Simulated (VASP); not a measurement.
Here is the system:

```xyz
1
Lattice="-1.5767 1.5767 1.5767 1.5767 -1.5767 1.5767 1.5767 1.5767 -1.5767" Properties=species:S:1:pos:R:3 pbc="T T T"
W      0.0000     0.0000     0.0000
```

These are SCAN meta-GGA, VASP's PBE PAW potentials (set 64) (plane waves; VASP 6.6.1) values and carry that method's errors. Settings: 520 eV cut-off, 18×18×18 Γ-centred mesh, tetrahedra with Blöchl corrections, potentials W_sv.

### Question
Give the energies of bands 5 to 10 at the high-symmetry points, in eV from the Fermi level.

### Answer

| band | Γ | H | N | P |
|---|---|---|---|---|
| 5 | -10.36 | -6.02 | -6.72 | -3.18 |
| 6 | -1.45 | -6.02 | -3.91 | -3.18 |
| 7 | -1.45 | 5.48 | 0.75 | -3.18 |
| 8 | -1.45 | 5.48 | 2.36 | 3.69 |
| 9 | 2.59 | 5.48 | 3.51 | 3.69 |
| 10 | 2.59 | 8.54 | 6.54 | 6.53 |

It has no gap at this level: it comes out as a metal or semimetal.

The compound is W in the bcc structure. It was relaxed first.
